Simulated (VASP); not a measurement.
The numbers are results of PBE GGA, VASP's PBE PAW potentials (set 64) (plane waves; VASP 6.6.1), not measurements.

VASP ran on this input.

POSCAR:
```
Mg
1.0
  1.5397866416  -2.6669891547   0.0000000000
  1.5397866416   2.6669891547   0.0000000000
  0.0000000000   0.0000000000   4.9895769952
Mg
2
Cartesian
  1.5397866416   0.8889981629   1.2473942488
  1.5397866416  -0.8889981629   3.7421827464
```

### KPOINTS
```
Automatic mesh
0
Gamma
14 14 7
0 0 0
```

**INCAR**
```
SYSTEM = Mg
PREC = Accurate; ENCUT = 500; LREAL = .FALSE.
LASPH = .TRUE.
EDIFF = 1E-6; NELM = 100; ALGO = Normal
ISMEAR = 1; SIGMA = 0.1
GGA = PE
IBRION = 2; NSW = 40; ISIF = 3
EDIFFG = -0.02; PSTRESS = 50
LWAVE = .FALSE.; LCHARG = .FALSE.
```

POTCAR, in this order: Mg (PBE.64 set). Program: vasp_std.

The run wrote:

### OUTCAR
```
 ion  position               nearest neighbor table
   1  0.333  0.667  0.250-   2 3.06   2 3.06   2 3.06   2 3.06   2 3.06   2 3.06
   2  0.667  0.333  0.750-   1 3.06   1 3.06   1 3.06   1 3.06   1 3.06   1 3.06
  LATTYP: Found a hexagonal cell.
 ALAT       =     3.0795736804
 C/A-ratio  =     1.6202167940
 Subroutine PRICEL returns:
 Original cell was already a primitive cell.
 Subroutine GETGRP returns: Found 24 space group operations
The static configuration has the point symmetry D_3d.
 The point group associated with its full space group is D_6h.
The dynamic configuration has the point symmetry D_3d.
 Subroutine INISYM returns: Found 24 space group operations
 Subroutine IBZKPT returns following result:
 Found     96 irreducible k-points:

 Following reciprocal coordinates:
            Coordinates               Weight
  0.000000  0.000000  0.000000      1.000000
  0.071429 -0.000000  0.000000      6.000000
  0.142857 -0.000000  0.000000      6.000000
  0.214286  0.000000  0.000000      6.000000
  0.285714 -0.000000  0.000000      6.000000
  0.357143  0.000000  0.000000      6.000000
  0.428571  0.000000  0.000000      6.000000
...
```

### OSZICAR
```
       N       E                     dE             d eps       ncg     rms          rms(c)
DAV:   1     0.143475380662E+00    0.14348E+00   -0.13282E+03  1152   0.464E+02
DAV:   2    -0.294926198577E+01   -0.30927E+01   -0.29809E+01  1554   0.302E+01
DAV:   3    -0.296807287757E+01   -0.18811E-01   -0.18080E-01  1644   0.320E+00
DAV:   4    -0.296813070222E+01   -0.57825E-04   -0.57819E-04  1572   0.138E-01
DAV:   5    -0.296813091842E+01   -0.21620E-06   -0.21623E-06  1650   0.764E-03    0.943E-01
DAV:   6    -0.296064487562E+01    0.74860E-02   -0.37406E-04  1440   0.231E-01    0.602E-01
DAV:   7    -0.295291486008E+01    0.77300E-02   -0.13664E-03  1320   0.387E-01    0.316E-02
DAV:   8    -0.295291536902E+01   -0.50894E-06   -0.12830E-05  1824   0.307E-02    0.669E-03
DAV:   9    -0.295291443223E+01    0.93679E-06   -0.10391E-06  1236   0.739E-03
   1 F= -.16740193E+01 E0= -.16739680E+01  d E =-.167402E+01
```

OUTCAR:
```
------------------------ aborting loop because EDIFF is reached ----------------------------------------
  FORCE on cell =-STRESS in cart. coord.  units (eV):
  Direction    XX          YY          ZZ          XY          YZ          ZX
  --------------------------------------------------------------------------------------
  Total        1.2800845      1.2800850      1.2876374      0.0000000      0.0000000      0.0000000
  in kB       50.0464995     50.0465167     50.3417883      0.0000000      0.0000000      0.0000000
  external PRESSURE =       0.1449349 kB  Pullay stress =      50.0000000 kB
  volume of cell :       40.98
      direct lattice vectors                 reciprocal lattice vectors
     1.539786642 -2.666989155  0.000000000     0.324720313 -0.187477328  0.000000000
     1.539786642  2.666989155  0.000000000     0.324720313  0.187477328  0.000000000
     0.000000000  0.000000000  4.989576995     0.000000000  0.000000000  0.200417791
 POSITION                                       TOTAL-FORCE (eV/Angst)
 -----------------------------------------------------------------------------------
      1.53979      0.88900      1.24739         0.000000     -0.000000      0.000000
      1.53979     -0.88900      3.74218        -0.000000      0.000000      0.000000
 -----------------------------------------------------------------------------------
    total drift:                                0.000001     -0.000007      0.000001
  FREE ENERGIE OF THE ION-ELECTRON SYSTEM (eV)
  ---------------------------------------------------
  free  energy   TOTEN  =        -2.9529144322 eV

  energy  without entropy=       -2.9527607380  energy(sigma->0) =       -2.95286320
  enthalpy is  TOTEN    =        -1.6740192729 eV   P V=        1.2788951593

 reached required accuracy - stopping structural energy minimisation
```
(Selected blocks of OUTCAR.)

### OUTCAR
```
 val. band max:        3.2839942006   @ k =   0.4286   0.1429   0.4286

 cond. band min:       3.3279906275   @ k =   0.2143   0.0714   0.0000


 Fermi energy:         3.3121827782

 k-point     1 :       0.0000    0.0000    0.0000
  band No.  band energies     occupation
      1      -4.1808      2.00000
      2       1.3934      2.00000
      3       2.0395      2.00000
      4      14.8451      0.00000
      5      14.8451      0.00000
      6      15.1947      0.00000

 k-point     2 :       0.0714   -0.0000    0.0000
  band No.  band energies     occupation
      1      -4.0725      2.00000
      2       1.4910      2.00000
      3       2.1435      2.00000
      4      12.8987      0.00000
      5      13.8757      0.00000
      6      14.6780      0.00000

 k-point     3 :       0.1429   -0.0000    0.0000
  band No.  band energies     occupation
      1      -3.7485      2.00000
      2       1.7838      2.00000
      3       2.4518      2.00000
      4      10.5822      0.00000
      5      12.9163      0.00000
      6      13.5266      0.00000

 k-point     4 :       0.2143    0.0000    0.0000
  band No.  band energies     occupation
      1      -3.2112      2.00000
      2       2.2724      2.00000
      3       2.9495      2.00000
      4       8.3872      0.00000
      5      12.1275      0.00000
      6      12.3152      0.00000

 k-point     5 :       0.2857   -0.0000    0.0000
  band No.  band energies     occupation
      1      -2.4647      2.00000
      2       2.9577      2.00001
      3       3.5790     -0.00106
      4       6.4115      0.00000
      5      11.0539      0.00000
      6      11.2553      0.00000

 k-point     6 :       0.3571    0.0000    0.0000
  band No.  band energies     occupation
      1      -1.5148      2.00000
      2       3.7625     -0.00000
      3       3.8406     -0.00000
      4       5.2342     -0.00000
      5       9.3773      0.00000
      6       9.7241      0.00000
...
```

The compound is Mg in the hcp structure. It was relaxed first under an external pressure of 5 GPa.
